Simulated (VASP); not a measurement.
Here is the system:

```yaml
crystal:
  lattice:
    - [2.83608, 0.00000, 0.00000]
    - [0.00000, 2.83608, 0.00000]
    - [0.00000, 0.00000, 2.83608]
  atoms:
    - { symbol: Ga, position: [0.50000, 0.50000, 0.50000] }
    - { symbol: Co, position: [0.00000, 0.00000, 0.00000] }
```

All values below come from r2SCAN+rVV10, VASP's PBE PAW potentials (set 64) (plane waves; VASP). Run with 520 eV cut-off, 14×14×14 Γ-centred mesh, tetrahedra with Blöchl corrections, potentials Ga_d Co.

Give the energies of bands 6 to 14 at the high-symmetry points, in eV from the Fermi level.

| band | Γ | X | M | R |
|---|---|---|---|---|
| 6 | -13.16 | -8.59 | -6.54 | -4.70 |
| 7 | -2.86 | -7.64 | -3.64 | -4.70 |
| 8 | -2.86 | -2.61 | -3.64 | -4.70 |
| 9 | -1.02 | -2.12 | -2.76 | -0.24 |
| 10 | -1.02 | -2.12 | -1.56 | -0.24 |
| 11 | -1.02 | -1.02 | -1.56 | 1.25 |
| 12 | 5.57 | 0.11 | -0.28 | 3.90 |
| 13 | 5.57 | 11.51 | 2.46 | 3.90 |
| 14 | 5.57 | 11.51 | 3.44 | 3.90 |

It has no gap at this level: it comes out as a metal or semimetal.

The compound is CoGa in the CsCl type structure. It was relaxed first. The run is not spin-polarised, so no magnetic state was tried.
